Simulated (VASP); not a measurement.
These are r2SCAN meta-GGA, VASP's PBE PAW potentials (set 64) (plane waves; VASP 6.6.1) values and carry that method's errors.

VASP ran on this input.

**KPOINTS_OPT**
```
k-points along high-symmetry lines
6
Line-mode
Reciprocal
  0.000000   0.000000   0.000000 ! GAMMA
  0.500000  -0.000000   0.000000 ! M

  0.500000  -0.000000   0.000000 ! M
  0.333333   0.333333   0.000000 ! K

  0.333333   0.333333   0.000000 ! K
  0.000000   0.000000   0.000000 ! GAMMA

  0.000000   0.000000   0.000000 ! GAMMA
  0.000000   0.000000   0.500000 ! A

  0.000000   0.000000   0.500000 ! A
  0.500000  -0.000000   0.500000 ! L

  0.500000  -0.000000   0.500000 ! L
  0.333333   0.333333   0.500000 ! H

  0.333333   0.333333   0.500000 ! H
  0.000000   0.000000   0.500000 ! A

  0.500000  -0.000000   0.500000 ! L
  0.500000  -0.000000   0.000000 ! M

  0.333333   0.333333   0.500000 ! H
  0.333333   0.333333   0.000000 ! K
```

INCAR:
```
ALGO = Normal
EDIFF = 1E-7
ENCUT = 520
ISIF = 2
ISMEAR = -5
LASPH = T
LCHARG = F
LEFG = T
LMAXMIX = 4
LMIXTAU = T
LORBIT = 11
LREAL = F
LWAVE = F
METAGGA = R2SCAN
NEDOS = 601
NELM = 100
PREC = Accurate
SYSTEM = SnSe2
```

### POSCAR
```
SnSe2
1
    1.9214311347    -3.3280165655     0.0000000000
    1.9214311347     3.3280165655     0.0000000000
    0.0000000000     0.0000000000     6.5294371110
Sn Se
1 2
Direct
  0.0000000000   0.0000000000   0.0000000000
  0.3333330000   0.6666670000   0.2411371927
  0.6666670000   0.3333330000   0.7588628073
```

**KPOINTS**
```
Automatic mesh
0
Gamma
8 8 4
0 0 0
```

POTCAR, in this order: Sn_d Se (PBE.64 set). Program: vasp_std.

What VASP printed:

**OSZICAR**
```
       N       E                     dE             d eps       ncg     rms          rms(c)
DAV:   1     0.155093282143E+03    0.15509E+03   -0.12634E+04  1191   0.174E+03
DAV:   2    -0.378819197354E+02   -0.19298E+03   -0.19017E+03  1345   0.399E+02
DAV:   3    -0.584466560452E+02   -0.20565E+02   -0.20300E+02  1461   0.123E+02
DAV:   4    -0.590768109098E+02   -0.63015E+00   -0.62928E+00  1453   0.231E+01
DAV:   5    -0.590936622732E+02   -0.16851E-01   -0.16848E-01  1825   0.366E+00    0.569E+00
DAV:   6    -0.566336816093E+02    0.24600E+01   -0.17201E+00  1500   0.209E+01    0.388E+00
DAV:   7    -0.537274923071E+02    0.29062E+01   -0.87816E-01  1307   0.627E+00    0.134E+00
DAV:   8    -0.545489164277E+02   -0.82142E+00   -0.64797E-01  1259   0.643E+00    0.640E-01
DAV:   9    -0.545826672094E+02   -0.33751E-01   -0.15404E-01  1223   0.315E+00    0.377E-01
DAV:  10    -0.546057319154E+02   -0.23065E-01   -0.17349E-02  1378   0.116E+00    0.250E-01
DAV:  11    -0.546340242795E+02   -0.28292E-01   -0.48125E-02  1214   0.196E+00    0.124E-01
DAV:  12    -0.546353929737E+02   -0.13687E-02   -0.48473E-03  1306   0.552E-01    0.121E-01
DAV:  13    -0.546362116196E+02   -0.81865E-03   -0.31469E-04  1448   0.184E-01    0.900E-02
DAV:  14    -0.546379269147E+02   -0.17153E-02   -0.21705E-03  1202   0.475E-01    0.266E-02
DAV:  15    -0.546381214423E+02   -0.19453E-03   -0.37051E-04  1253   0.183E-01    0.296E-02
DAV:  16    -0.546380685532E+02    0.52889E-04   -0.13257E-04  1351   0.108E-01    0.303E-02
DAV:  17    -0.546381018005E+02   -0.33247E-04   -0.15196E-05  1265   0.369E-02    0.186E-02
DAV:  18    -0.546381277740E+02   -0.25973E-04   -0.94611E-05  1205   0.965E-02    0.164E-02
DAV:  19    -0.546381286370E+02   -0.86304E-06   -0.10142E-05  1233   0.349E-02    0.782E-03
DAV:  20    -0.546381295568E+02   -0.91978E-06   -0.25918E-06  1320   0.137E-02    0.177E-03
DAV:  21    -0.546381297012E+02   -0.14439E-06   -0.22338E-07  1263   0.374E-03    0.134E-03
DAV:  22    -0.546381295021E+02    0.19910E-06   -0.22595E-08   636   0.192E-03    0.100E-03
DAV:  23    -0.546381294881E+02    0.13924E-07   -0.26155E-08   619   0.153E-03
   1 F= -.54638129E+02 E0= -.54638129E+02  d E =0.000000E+00
       N       E                     dE             ncg
       N       E                     dE             ncg
```

File OUTCAR:
```
------------------------ aborting loop because EDIFF is reached ----------------------------------------
  FORCE on cell =-STRESS in cart. coord.  units (eV):
  Direction    XX          YY          ZZ          XY          YZ          ZX
  --------------------------------------------------------------------------------------
  Total       -0.0263706     -0.0263706     -0.0228107      0.0000000      0.0000000      0.0000000
  in kB       -0.5059581     -0.5059582     -0.4376569      0.0000000      0.0000000      0.0000000
  external PRESSURE =      -0.4831911 kB  Pullay stress =       0.0000000 kB
  volume of cell :       83.51
      direct lattice vectors                 reciprocal lattice vectors
     1.921431135 -3.328016566  0.000000000     0.260222701 -0.150239637  0.000000000
     1.921431135  3.328016566  0.000000000     0.260222701  0.150239637  0.000000000
     0.000000000  0.000000000  6.529437111     0.000000000  0.000000000  0.153152559
 POSITION                                       TOTAL-FORCE (eV/Angst)
 -----------------------------------------------------------------------------------
      0.00000      0.00000      0.00000         0.000000     -0.000000      0.000000
      1.92143      1.10934      1.57449         0.000000      0.000000     -0.001676
      1.92143     -1.10934      4.95495        -0.000000     -0.000000      0.001676
 -----------------------------------------------------------------------------------
    total drift:                               -0.000000      0.000000      0.000000
  FREE ENERGIE OF THE ION-ELECTRON SYSTEM (eV)
  ---------------------------------------------------
  free  energy   TOTEN  =       -54.6381294881 eV

  energy  without entropy=      -54.6381294881  energy(sigma->0) =      -54.63812949

 total charge

# of ion       s       p       d       tot
------------------------------------------
    1        1.018   1.039  10.101  12.158
    2        1.480   2.356   0.026   3.862
    3        1.480   2.356   0.026   3.862
--------------------------------------------------
tot          3.977   5.752  10.154  19.882
```
(Selected blocks of OUTCAR.)

The compound is SnSe2 in the 1T layered structure. It was relaxed first, which changed the volume by +8 %.
